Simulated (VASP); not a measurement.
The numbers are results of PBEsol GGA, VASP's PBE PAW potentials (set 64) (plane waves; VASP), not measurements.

A VASP calculation is set up with these files.

**POSCAR**
```
SrCl2(111) slab
1.0
  4.8926820844   0.0000000000   0.0000000000
 -2.4463415379   4.2371876588   0.0000000000
  0.0000000000   0.0000000000  26.8541269517
Cl Sr
6 3
Cart
  2.4463433233   1.4123944739   8.3866121747
 -0.0000027768   2.8247931849  12.4315895938
 -2.4463415379   4.2371876588  10.4521678197
  0.0000000000   0.0000000000  16.4019591320
  2.4463433233   1.4123944739  14.4225373579
 -0.0000027768   2.8247931849  18.4675147770
 -0.0000027768   2.8247931849   9.4691810396
  0.0000000000   0.0000000000  13.4270634758
  2.4463433233   1.4123944739  17.3849459121
```

**INCAR**
```
ALGO = Normal
DIPOL = 0.5 0.5 0.5
EDIFF = 1E-6
ENCUT = 400
GGA = PS
IDIPOL = 3
ISMEAR = 0
LASPH = .True.
LCHARG = .False.
LDIPOL = .True.
LMAXMIX = 4
LORBIT = 11
LREAL = .False.
LVHAR = .True.
LWAVE = .False.
NELM = 100
NELMIN = 4
PREC = Normal
SIGMA = 0.05
SYSTEM = SrCl2(111) slab
```

### KPOINTS
```
Automatic mesh
0
Gamma
5 5 1
0 0 0
```

POTCAR, in this order: Cl Sr_sv (PBE.64 set). Program: vasp_std. Read from the step before: WAVECAR.

Output

### OSZICAR
```
       N       E                     dE             d eps       ncg     rms          rms(c)
DAV:   1    -0.394848336089E+02   -0.39485E+02   -0.81595E-05   544   0.665E-02    0.180E-02
DAV:   2    -0.394848340767E+02   -0.46779E-06   -0.26728E-05   596   0.204E-02    0.118E-02
DAV:   3    -0.394848325910E+02    0.14856E-05   -0.21772E-06   428   0.117E-02    0.479E-03
DAV:   4    -0.394848317819E+02    0.80916E-06   -0.24541E-06   444   0.110E-02
   1 F= -.39484832E+02 E0= -.39484832E+02  d E =-.913319E-19
```

**OUTCAR**
```
------------------------ aborting loop because EDIFF is reached ----------------------------------------
  FORCE on cell =-STRESS in cart. coord.  units (eV):
  Direction    XX          YY          ZZ          XY          YZ          ZX
  --------------------------------------------------------------------------------------
  Total       -2.6550460     -2.6550468      0.0809313      0.0000003      0.0000000     -0.0000000
  in kB       -7.6409419     -7.6409443      0.2329117      0.0000009      0.0000000     -0.0000000
  external PRESSURE =      -5.0163248 kB  Pullay stress =       0.0000000 kB
  volume of cell :      556.72
      direct lattice vectors                 reciprocal lattice vectors
     4.892682084  0.000000000  0.000000000     0.204386875  0.118002822  0.000000000
    -2.446341538  4.237187659  0.000000000     0.000000000  0.236005596  0.000000000
     0.000000000  0.000000000 26.854126952     0.000000000  0.000000000  0.037238224
 POSITION                                       TOTAL-FORCE (eV/Angst)
 -----------------------------------------------------------------------------------
      2.44634      1.41239      8.38661         0.000000     -0.000000     -0.007148
     -0.00000      2.82479     12.43159        -0.000000      0.000000      0.002285
      0.00000      0.00000     10.45217        -0.000000     -0.000000     -0.011236
      0.00000      0.00000     16.40196         0.000000      0.000000      0.011236
      2.44634      1.41239     14.42254         0.000000     -0.000000     -0.002285
     -0.00000      2.82479     18.46751        -0.000000      0.000000      0.007148
     -0.00000      2.82479      9.46918        -0.000000      0.000000     -0.006109
      0.00000      0.00000     13.42706         0.000000      0.000000     -0.000000
      2.44634      1.41239     17.38495         0.000000      0.000000      0.006109
 -----------------------------------------------------------------------------------
    total drift:                                0.000000      0.000000      0.000000
  FREE ENERGIE OF THE ION-ELECTRON SYSTEM (eV)
  ---------------------------------------------------
  free  energy   TOTEN  =       -39.4848317819 eV

  energy  without entropy=      -39.4848317819  energy(sigma->0) =      -39.48483178

 total charge

# of ion       s       p       d       tot
------------------------------------------
    1        1.580   3.531   0.000   5.111
    2        1.582   3.554   0.000   5.137
    3        1.582   3.554   0.000   5.136
    4        1.582   3.554   0.000   5.136
    5        1.582   3.554   0.000   5.137
    6        1.580   3.531   0.000   5.111
    7        1.996   5.734   0.154   7.884
    8        1.997   5.740   0.167   7.904
    9        1.996   5.734   0.154   7.884
--------------------------------------------------
tot         15.478  38.488   0.475  54.441
```
(Selected blocks of OUTCAR.)

### OUTCAR
```
 val. band max:       -3.9107430374   @ k =   0.4000   0.0000   0.0000

 cond. band min:       1.3361307661   @ k =   0.0000   0.0000   0.0000


 Fermi energy:        -3.5991158993

 k-point     1 :       0.0000    0.0000    0.0000
  band No.  band energies     occupation
      1     -36.7186      2.00000
      2     -36.7186      2.00000
      3     -36.5763      2.00000
      4     -18.9871      2.00000
      5     -18.9118      2.00000
      6     -18.7095      2.00000
      7     -18.7063      2.00000
      8     -18.7063      2.00000
      9     -18.7059      2.00000
     10     -18.7058      2.00000
     11     -18.6184      2.00000
     12     -18.6184      2.00000
     13     -17.1040      2.00000
     14     -16.7223      2.00000
     15     -16.7176      2.00000
     16     -16.4173      2.00000
     17     -16.0372      2.00000
     18     -16.0191      2.00000
     19      -6.0336      2.00000
     20      -6.0336      2.00000
     21      -5.9695      2.00000
     22      -5.6482      2.00000
     23      -5.6482      2.00000
     24      -5.5394      2.00000
     25      -5.4330      2.00000
     26      -5.4330      2.00000
     27      -5.2762      2.00000
     28      -4.7759      2.00000
     29      -4.6794      2.00000
     30      -4.6794      2.00000
     31      -4.3220      2.00000
     32      -4.2860      2.00000
     33      -4.2860      2.00000
     34      -4.1896      2.00000
     35      -4.1812      2.00000
     36      -4.1812      2.00000
     37       1.3361      0.00000
     38       1.7347      0.00000
     39       2.2308      0.00000
     40       2.2308      0.00000
     41       2.5507      0.00000
     42       2.5507      0.00000
     43       2.5740      0.00000

 k-point     2 :       0.2000    0.0000    0.0000
  band No.  band energies     occupation
      1     -36.7178      2.00000
      2     -36.7177      2.00000
      3     -36.5754      2.00000
      4     -18.9666      2.00000
      5     -18.9203      2.00000
...
```

The cell is a thin slab with vacuum, built from SrCl2 (fluorite): (111) face.
